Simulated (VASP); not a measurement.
Data:

```yaml
crystal:
  lattice:
    - [3.46289, 0.00000, 0.00000]
    - [0.00000, 3.46289, 0.00000]
    - [0.00000, 0.00000, 3.46289]
  atoms:
    - { symbol: Si, position: [0.00000, 0.00000, 0.00000] }
    - { symbol: Ni, position: [0.00000, 0.50000, 0.50000] }
    - { symbol: Ni, position: [0.50000, 0.00000, 0.50000] }
    - { symbol: Ni, position: [0.50000, 0.50000, 0.00000] }
```

Calculation: PBEsol GGA, VASP's PBE PAW potentials (set 64) (plane waves; VASP). Numerical set-up: 520 eV cut-off, 10×10×10 Γ-centred mesh, tetrahedra with Blöchl corrections, potentials Si Ni.

The cores are frozen, which limits the accuracy of field gradients.

Task: Give the principal components of the electric field gradient (V/Å²) and the asymmetry η at each nucleus.

Result: 
```csv
atom,Vxx,Vyy,Vzz,η
Si1,0.0,0.0,0.0,-
Ni2,22.5,22.5,-45.0,0.00
Ni3,22.5,22.5,-45.0,0.00
Ni4,22.5,22.5,-45.0,0.00
```

The compound is Ni3Si in the L1_2 structure. It was relaxed first. The run is not spin-polarised, so no magnetic state was tried.
